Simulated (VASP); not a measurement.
An input for Quantum ESPRESSO's pw.x (written as the equivalent of a VASP run, and not itself run):

```
&CONTROL
  calculation = 'vc-relax'
  pseudo_dir = './pseudo'
  outdir = './out'
  tprnfor = .true.
  tstress = .true.
  nstep = 60
  forc_conv_thr = 0.00039
/
&SYSTEM
  ibrav = 0
  nat = 2
  ntyp = 2
  ecutwfc = 84
  occupations = 'smearing'
  smearing = 'methfessel-paxton'
  degauss = 0.00735
  input_dft = 'rpbe'
/
&ELECTRONS
  conv_thr = 7.3e-08
  electron_maxstep = 100
/
&IONS
/
&CELL
/
ATOMIC_SPECIES
  Al 26.982 Al.upf
  Ru 101.070 Ru.upf
CELL_PARAMETERS angstrom
     3.0207415    0.0000000   -0.0000000
    -0.0000000    3.0207415    0.0000000
    -0.0000000    0.0000000    3.0207415
ATOMIC_POSITIONS crystal
  Al   0.5000000  0.5000000  0.5000000
  Ru   0.0000000  0.0000000  0.0000000
K_POINTS automatic
  11 11 11 0 0 0
```

**Question.** Write the VASP files for the same calculation (RPBE).

**Answer.** One answer among several that fit: 
POSCAR:
```
RuAl
1
    3.0207415301     0.0000000000    -0.0000000000
   -0.0000000000     3.0207415301     0.0000000000
   -0.0000000000     0.0000000000     3.0207415301
Al Ru
1 1
Direct
  0.5000000000   0.5000000000   0.5000000000
  0.0000000000   0.0000000000   0.0000000000
```

**INCAR**
```
SYSTEM = RuAl
PREC = Accurate
ENCUT = 520
EDIFF = 1E-6
NELM = 100
ALGO = Normal
LREAL = .FALSE.
LASPH = .TRUE.
ISMEAR = 1
SIGMA = 0.1
GGA = RP
LMAXMIX = 4
LWAVE = .FALSE.
LCHARG = .FALSE.
IBRION = 2
ISIF = 3
NSW = 60
EDIFFG = -0.01
```

### KPOINTS
```
Automatic mesh
0
Gamma
11 11 11
0 0 0
```

POTCAR, in this order: Al Ru_pv (PBE.64 set). Program: vasp_std.

Limits of the translation: the potentials are each code's own (VASP's PAW set, PseudoDojo norm-conserving files in pw.x), so ENCUT and ecutwfc are chosen apart and not converted; conv_thr bounds pw.x's estimated SCF error, while EDIFF bounds the energy change between steps; forc_conv_thr acts on force components and is met together with etot_conv_thr.

The compound is RuAl in the CsCl type structure. It was relaxed first. The start is the result of an earlier pass.
